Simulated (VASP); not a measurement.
VASP ran on this input.

### KPOINTS
```
Automatic mesh
0
gamma
  16 16 16
```

### POSCAR
```
Cu
1
    0.0000000000     1.8050000000     1.8050000000
    1.8050000000     0.0000000000     1.8050000000
    1.8050000000     1.8050000000     0.0000000000
Cu
1
Direct
  0.0000000000   0.0000000000   0.0000000000
```

INCAR:
```
# general
SYSTEM  = Cu
PREC    = Accurate
ENCUT   = 400
LREAL   = .False.
LASPH   = .True.

# electronic loop
EDIFF   = 1E-6
NELM    = 100
ALGO    = Normal
LMAXMIX = 4

# smearing
ISMEAR  = 1
SIGMA   = 0.1

# functional
GGA     = PE

# ions
ISIF    = 2

# output
LWAVE   = .False.
LCHARG  = .False.
```

POTCAR, in this order: Cu (PBE.64 set). Program: vasp_std.

### Question
Translate this PBE calculation to Quantum ESPRESSO's pw.x.

### Answer
One equivalent input (not run):
```
&CONTROL
  calculation = 'scf'
  pseudo_dir = './pseudo'
  outdir = './out'
  tprnfor = .true.
  tstress = .true.
/
&SYSTEM
  ibrav = 0
  nat = 1
  ntyp = 1
  ecutwfc = 92
  occupations = 'smearing'
  smearing = 'methfessel-paxton'
  degauss = 0.00735
  input_dft = 'pbe'
/
&ELECTRONS
  conv_thr = 7.3e-08
  electron_maxstep = 100
/
ATOMIC_SPECIES
  Cu 63.546 Cu.upf
CELL_PARAMETERS angstrom
     0.0000000    1.8050000    1.8050000
     1.8050000    0.0000000    1.8050000
     1.8050000    1.8050000    0.0000000
ATOMIC_POSITIONS crystal
  Cu   0.0000000  0.0000000  0.0000000
K_POINTS automatic
  16 16 16 0 0 0
```
The two are equivalent in intent, not identical: the potentials are each code's own (VASP's PAW set, PseudoDojo norm-conserving files in pw.x), so ENCUT and ecutwfc are chosen apart and not converted; conv_thr bounds pw.x's estimated SCF error, while EDIFF bounds the energy change between steps.

The compound is Cu in the fcc structure. The cell was not relaxed at this level.
